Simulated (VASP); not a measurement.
VASP input:

File KPOINTS:
```
Automatic mesh
0
Gamma
  6 6 6
0 0 0
```

INCAR:
```
ALGO = Normal
EDIFF = 1E-6
EDIFFG = -0.01
ENCUT = 480
GGA = PE
IBRION = 2
ISIF = 3
ISMEAR = 0
LASPH = T
LCHARG = F
LMAXMIX = 4
LREAL = F
LWAVE = F
NELM = 100
NSW = 60
PREC = Accurate
SIGMA = 0.05
SYSTEM = CsCl
```

POSCAR:
```
CsCl
1
    4.1200000000     0.0000000000     0.0000000000
    0.0000000000     4.1200000000     0.0000000000
    0.0000000000     0.0000000000     4.1200000000
Cs Cl
1 1
Direct
  0.0000000000   0.0000000000   0.0000000000
  0.5000000000   0.5000000000   0.5000000000
```

POTCAR, in this order: Cs_sv Cl (PBE.64 set). Program: vasp_std.

**Question.** Translate this PBE calculation to Quantum ESPRESSO's pw.x.

**Answer.** One equivalent input (not run):
```
&CONTROL
  calculation = 'vc-relax'
  pseudo_dir = './pseudo'
  outdir = './out'
  tprnfor = .true.
  tstress = .true.
  nstep = 60
  forc_conv_thr = 0.00039
/
&SYSTEM
  ibrav = 0
  nat = 2
  ntyp = 2
  ecutwfc = 58
  occupations = 'smearing'
  smearing = 'gaussian'
  degauss = 0.003675
  input_dft = 'pbe'
/
&ELECTRONS
  conv_thr = 7.3e-08
  electron_maxstep = 100
/
&IONS
/
&CELL
/
ATOMIC_SPECIES
  Cs 132.905 Cs.upf
  Cl 35.450 Cl.upf
CELL_PARAMETERS angstrom
     4.1200000    0.0000000    0.0000000
     0.0000000    4.1200000    0.0000000
     0.0000000    0.0000000    4.1200000
ATOMIC_POSITIONS crystal
  Cs   0.0000000  0.0000000  0.0000000
  Cl   0.5000000  0.5000000  0.5000000
K_POINTS automatic
  6 6 6 0 0 0
```
Limits of the translation: the potentials are each code's own (VASP's PAW set, PseudoDojo norm-conserving files in pw.x), so ENCUT and ecutwfc are chosen apart and not converted; conv_thr bounds pw.x's estimated SCF error, while EDIFF bounds the energy change between steps; forc_conv_thr acts on force components and is met together with etot_conv_thr.

The compound is CsCl in the CsCl type structure. This run relaxes it. Symmetry was kept, so distortions that lower it aren't found.
